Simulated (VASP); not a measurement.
Data:

```
CELL_PARAMETERS angstrom
      0.00000     2.97000     2.97000
      2.97000     0.00000     2.97000
      2.97000     2.97000     0.00000
ATOMIC_POSITIONS crystal
  Pb 0.00000 0.00000 0.00000
  F  0.25000 0.25000 0.25000
  F  0.75000 0.75000 0.75000
```

All values below come from PBE GGA, VASP's PBE PAW potentials (set 64) (plane waves; VASP). Run with 400 eV cut-off, 7×7×7 Γ-centred mesh, Fermi-Dirac smearing of 0.020 eV, potentials Pb_d F.

Unless said otherwise, spin-orbit coupling is left out, though it shifts the bands of the heavy elements here.

Task: Give the energies of bands 8 to 17 at the high-symmetry points, in eV from the valence-band maximum.

Result: 
```csv
band,Γ,X,U,L,W
8,-4.63,-6.38,-6.31,-5.88,-6.33
9,-2.44,-3.50,-3.44,-2.98,-3.67
10,-2.44,-3.50,-3.27,-2.64,-2.64
11,-2.44,-1.53,-2.03,-2.64,-2.64
12,-1.95,-1.53,-1.68,-2.12,-1.59
13,-1.95,-1.53,-1.54,-2.12,-1.47
14,-1.95,-0.15,-0.03,-0.03,0.00
15,6.79,4.43,5.33,5.04,6.07
16,6.79,7.90,6.68,7.67,6.07
17,6.79,7.90,7.88,7.67,7.50
```

The gap is indirect, 4.43 eV, from the valence maximum at W to the conduction minimum at X.

The structure is a typed PbF2 crystal (Fm-3m). The cell was not relaxed at this level.
